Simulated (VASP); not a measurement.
Input of a VASP 6.6.1 run:

File INCAR:

```
PREC = Accurate
ENCUT = 520
EDIFF = 1E-6
ISMEAR = -1
SIGMA = 0.05
LREAL = F
LASPH = T
NELM = 60
ALGO = Normal
ISIF = 2
LWAVE = F
LCHARG = T
GGA = PE
LELF = T
```

KPOINTS

```
regular mesh
0
Gamma
  8 8 2
```

POSCAR

```
Hf2Pd2Se2Br2O3
1.0
    7.6772200000     -1.7097100000      0.0000000000
    7.6772200000      1.7097100000      0.0000000000
   -3.9994100000      0.0000000000     12.5875400000
Hf Pd Se Br O
2 2 2 2 3
Direct
    0.0548600000      0.0548600000      0.9385600000
    0.3937200000      0.3937200000      0.7169100000
    0.8208000000      0.8208000000      0.4903600000
    0.6771400000      0.6771400000      0.2569300000
    0.0776800000      0.0776800000      0.1543500000
    0.2100900000      0.2100900000      0.4120000000
    0.4135500000      0.4135500000      0.9548000000
    0.7539600000      0.7539600000      0.7134900000
    0.4029900000      0.4029900000      0.5787300000
    0.6144600000      0.6144600000      0.9269800000
    0.9690600000      0.9690600000      0.7783100000
```

Potentials or basis: VASP PAW PBE potentials, release 64 (Hf_pv, Pd, Se, Br, O).

Command:

```sh
$ cat potpaw_PBE.64/Hf_pv/POTCAR potpaw_PBE.64/Pd/POTCAR potpaw_PBE.64/Se/POTCAR potpaw_PBE.64/Br/POTCAR potpaw_PBE.64/O/POTCAR > POTCAR
$ mpirun -np 4 vasp_std > vasp.out
```

(1) What does it give for the largest force?

(2) What does it give for the pressure?

## Answers

(1) 0.143 eV/Å.

(2) -0.4 GPa.
